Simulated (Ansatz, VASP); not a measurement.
# LiSbSeS in two plane-wave programs, part 2 of 2

Wanted: the spread between two codes on one cell, functional and k mesh. The cell is invented: As first built, before any earlier steps moved the atoms (in the runner's words): it takes the AgSbSeS structure with some of its atoms replaced by other elements, volume scaled by an estimate. It may not be a known or stable phase. The cell is taken from a series of VASP runs on this material, whose earlier steps may have relaxed, scaled or displaced it; both programs get it as it stands.

VASP 6.6.1 and Ansatz 0.2.0.

So far. Step 3 (Ansatz: single point, PBE): The run ends at a pressure of 0.16 GPa. Step 5 (VASP: electric field gradients, PBE): The run ends at a pressure of 0.02 GPa.

### 6. Ansatz: electric field gradients, PBE

Level of this step: Ansatz beside VASP: Kohn-Sham DFT, plane waves, PBE (Ansatz).

The same cell, functional, mesh and smearing now go to Ansatz, which takes its cutoff from its data sets.

The cell is taken from a series of VASP runs on this material, whose earlier steps may have relaxed, scaled or displaced it; both programs get it as it stands.

input.yaml reads:

```yaml
crystal:
  lattice:
    - [3.9347262907, 0.0, 0.0]
    - [0.0, 3.9347262907, 0.0]
    - [0.0, 0.0, 5.5444618832]
  atoms:
    - { symbol: Sb, position: [0.5, 0.5, 0.5] }
    - { symbol: Se, position: [0.5, 0.5, 0.0] }
    - { symbol: S, position: [0.0, 0.0, 0.5] }
    - { symbol: Li, position: [0.0, 0.0, 0.0] }
hamiltonian:
  xc: pbe
  pseudopotentials: { kind: paw }
kpoints:
  mp_grid: { grid: [6, 6, 4] }
scf:
  occupations: { method: gaussian, width: 0.05 }
  n_extra_bands: 5
output:
  forces: true
  stress: true
  eigenvalues: true
  efg: {}
  write_density: true
  write_potential: true
  elf: true
  volumetric_format: npy
```

Launch:

```bash
ansatz run input.yaml --threads 2 --pin off --max-ram 4608MiB --backend cpu --events-out ev --progress --plain --runs-dir out
```

Numbers of over 12 decimals in the logs are rounded to 6 here.

What it wrote:

```text
[...]
Sb: output.efg is read without spin–orbit coupling, which moves field gradients at and beside such atoms by some per cent and up to a factor of two; PAW files take it under magnetization.noncollinear and magnetization.spin_orbit
[...]
Crystal: 4 atoms, lattice volume = 85.840 Å³
[...]
k-point 0: bands = [... 16 lower, 3.4493, 6.0094, 6.9702, 6.9702, 10.7960, 11.6300, 11.9119, 11.9119, ... 1 higher]
  k-point 1: bands = [... 16 lower, 3.5116, 6.1565, 6.8210, 6.8210, 10.9388, 11.1299, 11.6643, 11.6643, ... 1 higher]
  k-point 2: bands = [... 16 lower, 4.2406, 6.6691, 6.6691, 6.8278, 8.8695, 11.1174, 11.5044, 11.5044, ... 1 higher]
  k-point 29: bands = [... 16 lower, 4.7377, 4.7377, 5.0507, 7.4456, 8.4018, 12.3501, 12.3501, 13.7985, ... 1 higher]
[key lines of the parts left out:]
SCF converged after 7 iterations
Free energy (F): -13062.644646 eV
Fermi energy:    7.450216 eV
P = ⅓ Tr σ = 0.1596 GPa (1.596 kbar)
```

It took 3.1 s on 2 threads of Arm Neoverse V2, shared host; peak memory 0.47 GiB.

The run ends at a pressure of 0.16 GPa.

### 7. Side by side

What differs besides the data sets and the points named for the pairs above, as far as they apply: Ansatz adds the response of the frozen cores to the gradients, VASP leaves it out. Total energies have different zeros and are not compared.

Compared:

| quantity | Ansatz | VASP | difference |
| --- | --- | --- | --- |
| pressure (GPa) | 0.16 | 0.02 | +0.14 |
| Vzz at Sb1 (V/Å²) | -51.1 | -46.9 | -4.2 |
| Vzz at Se2 (V/Å²) | 296.2 | 285.4 | +10.9 |
| Vzz at S3 (V/Å²) | -140.8 | -138.1 | -2.7 |

### 8. VASP: single point, PBE, volume scaled by 1.04

With cell and atoms fixed, the geometry can't cause a difference; cores, projectors, grids and the points listed under the comparison can. The cell compared in this pair holds 89.27 Å³, against 85.84 Å³ for the pair before.

INCAR reads:

```
SYSTEM = LiSbSeS
PREC = Accurate
ENCUT = 650
EDIFF = 1E-06
NELM = 100
ISMEAR = 0
SIGMA = 0.05
LREAL = .FALSE.
ALGO = Normal
GGA = PE
NBANDS = 16
LORBIT = 11
LWAVE = .FALSE.
LCHARG = .FALSE.
KPAR = 2
ISIF = 2
```

POSCAR reads:

```
LiSbSeS
1.0
    3.9865049429      0.0000000000      0.0000000000
    0.0000000000      3.9865049429      0.0000000000
    0.0000000000      0.0000000000      5.6174236961
Sb Se S Li
1 1 1 1
Direct
    0.5000000000      0.5000000000      0.5000000000
    0.5000000000      0.5000000000      0.0000000000
    0.0000000000      0.0000000000      0.5000000000
    0.0000000000      0.0000000000      0.0000000000
```

KPOINTS reads:

```
Automatic mesh
0
Gamma
6 6 4
0 0 0
```

Potentials, in the order of the species: Sb, Se, S and Li_sv (PBE family, release 64).

Launch:

```bash
mpirun -np 2 vasp_std
```

What it wrote:

```text
[... set-up lines as in an earlier step ...]
 entering main loop
       N       E                     dE             d eps       ncg     rms          rms(c)
DAV:   1     0.104106279091E+03    0.10411E+03   -0.84746E+03   960   0.129E+03
DAV:   2    -0.917162372112E+01   -0.11328E+03   -0.10982E+03  1344   0.199E+02
DAV:   3    -0.166841253131E+02   -0.75125E+01   -0.74767E+01  1280   0.559E+01
DAV:   4    -0.170347318847E+02   -0.35061E+00   -0.35035E+00  1616   0.106E+01
[...]
DAV:  12    -0.159786882102E+02    0.96572E-05   -0.87398E-05  1176   0.509E-02    0.218E-02
DAV:  13    -0.159786858005E+02    0.24097E-05   -0.24259E-05  1192   0.227E-02    0.405E-03
DAV:  14    -0.159786859582E+02   -0.15774E-06   -0.18583E-06   848   0.833E-03
   1 F= -.15978686E+02 E0= -.15978468E+02  d E =-.436759E-03
```

From OUTCAR (step 8):

```text
  Total       -1.1199277     -1.1199277     -1.2765568      0.0000000     -0.0000000      0.0000000
  in kB      -20.0991994    -20.0991994    -22.9102023      0.0000000     -0.0000000      0.0000000
  external PRESSURE =     -21.0362003 kB  Pullay stress =       0.0000000 kB

 POSITION                                       TOTAL-FORCE (eV/Angst)
 -----------------------------------------------------------------------------------
      1.99325      1.99325      2.80871         0.000000      0.000000      0.000000
      1.99325      1.99325      0.00000         0.000000      0.000000      0.000000
      0.00000      0.00000      2.80871         0.000000      0.000000      0.000000
      0.00000      0.00000      0.00000         0.000000      0.000000      0.000000
 -----------------------------------------------------------------------------------
    total drift:                               -0.000000      0.000000     -0.000000

  FREE ENERGIE OF THE ION-ELECTRON SYSTEM (eV)
  ---------------------------------------------------
  free  energy   TOTEN  =       -15.9786859582 eV

  energy  without entropy=      -15.9782491991  energy(sigma->0) =      -15.97846758

[... 1 part as in an earlier step ...]

[... 2 further parts left out ...]
[key lines of the parts left out:]
E-fermi :   4.3115
```

The run ends at a pressure of -2.10 GPa.

### 9. Ansatz: single point, PBE, volume scaled by 1.04

The same cell, functional, mesh and smearing now go to Ansatz, which takes its cutoff from its data sets.

The cell is a member of a volume series, scaled by 1.04 from a relaxed one, so a pressure remains.

input.yaml, the sections that differ from step 6:

```yaml
crystal:
  lattice:
    - [3.9865049429, 0.0, 0.0]
    - [0.0, 3.9865049429, 0.0]
    - [0.0, 0.0, 5.6174236961]
  atoms:
    - { symbol: Sb, position: [0.5, 0.5, 0.5] }
    - { symbol: Se, position: [0.5, 0.5, 0.0] }
    - { symbol: S, position: [0.0, 0.0, 0.5] }
    - { symbol: Li, position: [0.0, 0.0, 0.0] }
output:
  forces: true
  stress: true
  eigenvalues: true
# hamiltonian, kpoints, scf: as in step 6
```

Launch:

```bash
ansatz run input.yaml --threads 2 --pin off --max-ram 4608MiB --backend cpu --events-out ev --progress --plain --runs-dir out
```

What it wrote:

```text
[...]
Crystal: 4 atoms, lattice volume = 89.273 Å³
Basis set: ecut = 420 eV, 1739 PW (Γ), exchange–correlation on 54×54×80 points (8 copies of the dense FFT grid, shifted against one another)
Bands: 25, of which v1, the nominal top of the filled ones, is band 20 counted from 1 (19 counted from 0)
Symmetry: 16 space group operations
[...]
k-points: 30 of 144
[...]
k-point 0: bands = [... 16 lower, 3.1077, 5.5733, 6.5135, 6.5135, 10.4265, 11.0316, 11.1793, 11.1793, ... 1 higher]
  k-point 1: bands = [... 16 lower, 3.1661, 5.7000, 6.3767, 6.3767, 10.4728, 10.5651, 10.9586, 10.9586, ... 1 higher]
  k-point 2: bands = [... 16 lower, 3.8640, 6.2370, 6.2370, 6.3163, 8.2861, 10.7379, 10.8082, 10.8082, ... 1 higher]
  k-point 29: bands = [... 16 lower, 4.4121, 4.4121, 4.6741, 6.8965, 7.7988, 11.6447, 11.6447, 13.1961, ... 1 higher]
[key lines of the parts left out:]
SCF converged after 7 iterations
Free energy (F): -13062.624530 eV
Fermi energy:    6.919944 eV
P = ⅓ Tr σ = -1.9630 GPa (-19.630 kbar)
```

The job ended after 2 s (2 threads; peak memory 0.39 GiB).

The run ends at a pressure of -1.96 GPa.

### 10. Differences

The two programs side by side:

| quantity | Ansatz | VASP | difference |
| --- | --- | --- | --- |
| pressure (GPa) | -1.96 | -2.10 | +0.14 |

### 11. Summary of results

```json
{"difference in pressure (single point, PBE)": "0.14 GPa", "difference in Vzz at Se2 (electric field gradients, PBE)": "11 V/Å²", "difference in pressure (single point, PBE, volume scaled by 1.04)": "0.14 GPa"}
```

**Reading.** The difference in pressure is 0.14 GPa (single point, PBE), within the 1 GPa picked in this series as the mark of a large difference. 1 further run of this series is not shown here. How closely two codes agree says nothing of how well the functional describes the real material.

[Lines on the potential files, build, host, timing and source positions are cut from VASP's logs without a mark.]

[Logs are printed without paths, hosts, clocks, repeated set-up lines and the standing remarks that a program may print on its own settings, such as how far it seeks lower states.]

[Hosts, paths, dates, database ids (printed as entryN), source tags and the programs' standing remarks are cut or masked in the printed files.]
